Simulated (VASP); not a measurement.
Given:

```
CELL_PARAMETERS angstrom
      2.87442     0.00000     0.00000
      0.00000     2.87442     0.00000
      0.00000     0.00000     3.57917
ATOMIC_POSITIONS crystal
  Cu 0.00000 0.00000 0.00000
  Au 0.50000 0.50000 0.50000
```

These are vdW-DF-cx, VASP's PBE PAW potentials (set 64) (plane waves; VASP) values and carry that method's errors. Numerical set-up: 520 eV cut-off, 13×13×10 Γ-centred mesh, first-order Methfessel-Paxton smearing of 0.10 eV, potentials Cu Au.

Unless said otherwise, spin-orbit coupling is left out, though it shifts the bands of the heavy elements here.

Question: Estimate the energy per atom (σ→0), pressure, band gap (on the k-mesh) with the smallest direct gap where there is one.

Answer: 
| Property | Result |
|---|---|
| band gap (on the k-mesh) | none (metal, semimetal or under 0.01 eV) |
| energy per atom (σ→0) | -1.024 eV/atom |
| pressure | -4.31 GPa |

The compound is CuAu in the L1_0 structure. This cell is one point of a volume scan, at 1.03 of the reference volume.
